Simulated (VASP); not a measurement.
Crystal: InB3.

```
In B
1.0
     3.58401    0.00000    0.00000
     0.00000    3.58401    0.00000
     0.00000    0.00000    3.58401
In B
1 3
Direct
  0.00000 0.00000 0.00000
  0.00000 0.50000 0.50000
  0.50000 0.00000 0.50000
  0.50000 0.50000 0.00000
```

The cell was built by a generator and needn't be a form met in nature.

```yaml
Program: VASP 6.6.1
Task: relaxation of cell and atoms
Functional: PBEsol
Potentials_or_basis: VASP PAW PBE potentials, release 64 (In_d, B)
Cutoff: 600 eV
k_mesh: 8 × 8 × 8
Occupations: gaussian, width 0.05 eV
Spin: no spin polarisation
```

At the start: pressure -3.3 GPa; volume 11.51 Å³/atom.

Problem. How do energy, volume and symmetry change on relaxing?

Solution. Over 3 steps the energy falls by 3.3 meV/atom and the volume is 11.19 Å³/atom (-2.8 %); space group Pm-3m (No. 221, to 0.05 Å).

The path:
| step | energy change (eV) | largest force (eV/Å) | pressure (GPa) | volume (Å³) |
| --- | --- | --- | --- | --- |
| 1 | 0.0000 | 0.0000 | -3.34 | 46.04 |
| 2 | -0.0126 | 0.0000 | 0.71 | 44.46 |
| 3 | -0.0133 | 0.0000 | 0.00 | 44.75 |

Final structure:
```
In B
1.0
     3.55021    0.00000    0.00000
     0.00000    3.55021    0.00000
     0.00000    0.00000    3.55021
In B
1 3
Direct
  0.00000 0.00000 0.00000
  0.00000 0.50000 0.50000
  0.50000 0.00000 0.50000
  0.50000 0.50000 0.00000
```

Caveat: the PAW data sets were made with another functional, which shifts forces and pressure a little.
